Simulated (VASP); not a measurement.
Given:

```xyz
2
Lattice="0.0000 2.5792 2.6589 2.6589 0.0000 2.6589 2.6589 2.5792 0.0000" Properties=species:S:1:pos:R:3 pbc="T T T"
K      0.0000     0.0000     0.0000
F      2.6589     2.5792     2.6589
```

The numbers are results of r2SCAN meta-GGA, VASP's PBE PAW potentials (set 64) (plane waves; VASP), not measurements. Run with 600 eV cut-off, 8×8×8 Γ-centred mesh, Gaussian smearing of 0.050 eV, potentials K_sv F.

Problem. Give the stress tensor in GPa (positive for a compressed cell).

Solution. 
```
0.41  0.00  0.00
0.00  2.89  0.00
0.00  0.00  0.41
```
The pressure is its mean diagonal, 1.24 GPa.

The compound is KF in the rock salt structure. This cell was strained or had an atom moved on purpose.
